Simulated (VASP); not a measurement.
# MgCdSeS: structure and properties in VASP, part 8 of 8

Aim: relax MgCdSeS, then compute properties on the relaxed cell. The cell is invented: it takes the structure of a Materials Project entry for ZnCdSeS (space group 156 there), with some of its atoms replaced by other elements, volume scaled by an estimate. It may not be a known or stable phase.

VASP 6.6.1, plane waves and PAW; the level of theory is named at each step.

So far. Step 10 (Elastic tensor by finite strains (PBE + D3(BJ)), try 2): B/G is 3.54, which by Pugh's rule of thumb (1.75) points to a ductile solid. With the density of 4.07 g/cm³ the Hill moduli give sound speeds of 4.28 km/s (longitudinal) and 1.94 km/s (transverse), and from their mean a Debye temperature of 222 K. The relaxed cell has a = 4.148, c = 6.786 Å (conventional setting).

## Step 12: Total and projected DOS (PBE + D3(BJ)), changed input

Level of this step: PBE with D3(BJ); plane waves and PAW (Cd, Se, S, Mg); invented cell (VASP).

A density of states needs more k-points than a total energy; ISMEAR = -5 takes tetrahedra, and LORBIT projects the states on the PAW spheres. The mesh is finer than in the run before. Some settings are moved from the usual, to see what they do.

File INCAR:

```
SYSTEM = MgCdSeS
PREC = Accurate
ENCUT = 200
EDIFF = 1E-06
NELM = 100
ISMEAR = -4
SIGMA = 0.3
LREAL = .FALSE.
ALGO = Normal
GGA = PE
IVDW = 12
NBANDS = 27
LORBIT = 11
LWAVE = .FALSE.
LCHARG = .FALSE.
KPAR = 2
NEDOS = 2001
```

File POSCAR:

```
MgCdSeS
1.0
    4.1477180915     -0.0000000035      0.0000000000
   -2.0738595516      3.5920294095      0.0000000000
    0.0000000000      0.0000000000      6.7863525304
Cd Se S Mg
1 1 1 1
Direct
    0.0000000000      0.0000000000      0.5157483855
    0.3333333300      0.6666666700      0.3624382654
    0.0000000000      0.0000000000      0.8895062893
    0.3333333300      0.6666666700      0.9843070599
```

File KPOINTS:

```
Automatic mesh
0
Gamma
9 9 5
0 0 0
```

The projector-augmented-wave data sets are Cd, Se, S and Mg (PBE family, release 64).

Run with:

```sh
$ mpirun -np 2 vasp_std
```

Output:

```text
[... set-up lines as in an earlier step ...]
 entering main loop
       N       E                     dE             d eps       ncg     rms          rms(c)
DAV:   1     0.608160789096E+02    0.60816E+02   -0.64155E+03  2903   0.376E+02
DAV:   2    -0.116388130559E+02   -0.72455E+02   -0.70391E+02  3311   0.120E+02
DAV:   3    -0.141723165690E+02   -0.25335E+01   -0.25231E+01  3246   0.207E+01
DAV:   4    -0.141866205192E+02   -0.14304E-01   -0.14302E-01  3266   0.175E+00
DAV:   5    -0.141867307706E+02   -0.11025E-03   -0.11025E-03  3153   0.145E-01    0.977E+00
DAV:   6    -0.130504434209E+02    0.11363E+01   -0.21030E+00  2948   0.116E+01    0.563E+00
DAV:   7    -0.130351246808E+02    0.15319E-01   -0.65122E-01  3270   0.368E+00    0.320E+00
DAV:   8    -0.130436391022E+02   -0.85144E-02   -0.55537E-02  2975   0.156E+00    0.471E-01
DAV:   9    -0.130423570111E+02    0.12821E-02   -0.55253E-03  2897   0.570E-01    0.115E-01
DAV:  10    -0.130429047371E+02   -0.54773E-03   -0.66963E-04  2983   0.110E-01    0.498E-02
DAV:  11    -0.130430312794E+02   -0.12654E-03   -0.16584E-04  3043   0.745E-02    0.297E-02
DAV:  12    -0.130430382528E+02   -0.69734E-05   -0.22243E-05  3140   0.241E-02    0.827E-03
DAV:  13    -0.130430395376E+02   -0.12848E-05   -0.17233E-06  3116   0.629E-03    0.333E-03
DAV:  14    -0.130430397546E+02   -0.21703E-06   -0.44548E-07  2617   0.303E-03
   1 F= -.14225080E+02 E0= -.14225080E+02  d E =0.000000E+00
```

Wall time 13 s (2 MPI ranks of AMD EPYC 7R43, shared host); peak memory 0.26 GiB; 25 s of CPU time.

Parts of OUTCAR (step 12):

```text
   ENCUT  =  200.0 eV  14.70 Ry    3.83 a.u.   4.78  4.78  7.83*2*pi/ulx,y,z

   NELECT =      26.0000    total number of electrons

 E-fermi :   1.5456

 k-point     1 :       0.0000    0.0000    0.0000
  band No.  band energies     occupation
    ...
      9      -0.0769      2.00000
     10      -0.0769      2.00000
     11       0.9748      2.00000
     12       1.5420      2.00000
     13       1.5420      2.00000
     14       2.9997      0.00000
     15       4.7187      0.00000
     16       7.8282      0.00000
     17       7.8282      0.00000
     18       8.0022      0.00000
    ...

 Edisp (eV)   -1.18204

  Total     -16.46962   -16.46963   -16.43324     0.00000     0.00000     0.00000
  in kB    -260.98092  -260.98094  -260.40441     0.00004     0.00000     0.00000
  external pressure =     -260.79 kB  Pullay stress =        0.00 kB

 POSITION                                       TOTAL-FORCE (eV/Angst)
 -----------------------------------------------------------------------------------
      0.00000      0.00000      3.50005        -0.000000     -0.000000     -0.002779
     -0.00000      2.39469      2.45963        -0.000000      0.000000      0.025772
      0.00000      0.00000      6.03650         0.000000     -0.000000     -0.018772
     -0.00000      2.39469      6.67985         0.000000      0.000000     -0.004221
 -----------------------------------------------------------------------------------
    total drift:                                0.000014      0.000002      0.000034

  FREE ENERGIE OF THE ION-ELECTRON SYSTEM (eV)
  ---------------------------------------------------
  free  energy   TOTEN  =       -14.2250803387 eV

  energy  without entropy=      -14.2250803387  energy(sigma->0) =      -14.22508034

[... 5 parts as in an earlier step ...]

[... 11 further parts left out ...]
```

The run converged; its settings lie outside those of the reference runs, so its numbers are set aside.

Against the sound run on this cell (density of states (PBE + D3(BJ))) the energy at zero smearing moves by +181.9 meV an atom and the pressure by -26.07 GPa.

Settings moved from the usual: ENCUT = 200, ISMEAR = -4 and SIGMA = 0.3.

The cutoff falls from 400 to 200 eV, which shrinks the basis; the stress suffers most (Pulay stress), and PAW energies need not rise evenly as the basis shrinks.

## Step 13: Summary of results

```
relaxed volume                                             : 25.28 Å³/atom
relaxed conventional cell a, b, c                          : 4.148, 4.148, 6.786 Å; angles 90.0, 90.0, 120.0°
space group after relaxing, within 0.02 Å                  : P3m1 (No. 156)
band gap                                                   : 1.46 eV, direct
gap among the points of the DOS mesh alone, an upper bound : 1.46 eV
band gap (PBE + D3(BJ) + SOC)                              : 1.34 eV, direct
highest zone-centre mode                                   : 319 cm⁻¹
bulk modulus (Hill)                                        : 54.2 GPa
shear modulus (Hill)                                       : 15.3 GPa
Debye temperature from the elastic constants               : 222 K
```

**Reading.** With PBE + D3(BJ), MgCdSeS relaxes to 25.28 Å³/atom in space group P3m1 (held by the symmetry of the run) and has a direct gap of 1.46 eV. Band structure (PBE + D3(BJ) + SOC): The path shows a direct gap of 1.34 eV (valence top at Γ, conduction bottom at Γ). Vibrations at Γ (PBE + D3(BJ)): The highest mode in this list at Γ, 318.8 cm⁻¹, has its largest share on Mg (55 % of the kinetic energy). Response to an electric field (PBE + D3(BJ)): The principal values of the electronic dielectric tensor with local fields are 5.40, 5.68 and 5.68. Response to an electric field (PBE + D3(BJ)): Mean Born effective charge: Cd1 2.07, Se2 -2.05, S3 -2.01, Mg4 1.99 e. LASPH was switched on together with spin-orbit coupling, so shifts put down to the coupling hold both changes. Semilocal functionals usually underestimate gaps. Modes at Γ alone can't show that the crystal is stable at other wave vectors, and the LO-TO splitting is not included. No search among competing phases was made. All values are for a static lattice at zero temperature.

[Lines on the potential files, build, host, timing and source positions are cut from VASP's logs without a mark.]

[Logs are printed without paths, hosts, clocks, repeated set-up lines and the standing remarks that a program may print on its own settings, such as how far it seeks lower states.]

[Hosts, paths, dates, database ids (printed as entryN), source tags and the programs' standing remarks are cut or masked in the printed files.]

[A measured line is paired with the nearest computed mode of its activity, which favours agreement.]
